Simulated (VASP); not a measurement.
An input for Ansatz (written as the equivalent of a VASP run, and not itself run):

Ansatz 0.2 input:
```yaml
crystal:
  lattice:
    - [0.0000000, 3.5244813, 3.5244813]
    - [3.5244813, 0.0000000, 3.5244813]
    - [3.5244813, 3.5244813, 0.0000000]
  atoms:
    - { symbol: Ba, position: [0.0000000, 0.0000000, 0.0000000] }
    - { symbol: Te, position: [0.5000000, 0.5000000, 0.5000000] }
kpoints:
  mp_grid: { grid: [6, 6, 6] }
hamiltonian:
  xc: r2scan
  dispersion: rvv10
  pseudopotentials: { kind: paw }
scf:
  occupations: { method: gaussian, width: 0.05 }
  max_iter: 100
relax:
  max_steps: 60
  f_tol: 0.01
  cell: {}
output: { forces: true, stress: true, eigenvalues: true }
```

Q: Translate this input to VASP (INCAR, KPOINTS, POSCAR, choice of POTCAR).

A: One answer among several that fit: 
KPOINTS:
```
Automatic mesh
0
Gamma
6 6 6
0 0 0
```

INCAR:
```
SYSTEM = BaTe
PREC = Accurate; ENCUT = 520; LREAL = .FALSE.
LASPH = .TRUE.
EDIFF = 1E-6; NELM = 100; ALGO = Normal
LMAXMIX = 4; LMIXTAU = .TRUE.
ISMEAR = 0; SIGMA = 0.05
METAGGA = R2SCAN; LUSE_VDW = .TRUE.; BPARAM = 11.95
CPARAM = 0.0093
IBRION = 2; NSW = 60; ISIF = 3
EDIFFG = -0.01
LWAVE = .FALSE.; LCHARG = .FALSE.
```

File POSCAR:
```
BaTe
1
    0.0000000000     3.5244812805     3.5244812805
    3.5244812805     0.0000000000     3.5244812805
    3.5244812805     3.5244812805     0.0000000000
Ba Te
1 1
Direct
  0.0000000000   0.0000000000   0.0000000000
  0.5000000000   0.5000000000   0.5000000000
```

POTCAR, in this order: Ba_sv Te (PBE.64 set). Program: vasp_std.

What does not carry over: each code has its own PAW files, so the cut-off isn't converted (ENCUT is set for VASP's; basis.ecutwfc is left out, and Ansatz then takes the one that its files recommend); Ansatz stops its SCF on the density residual and VASP on the energy change (EDIFF).

The compound is BaTe in the rock salt structure. It was relaxed first. The start is the result of an earlier pass.
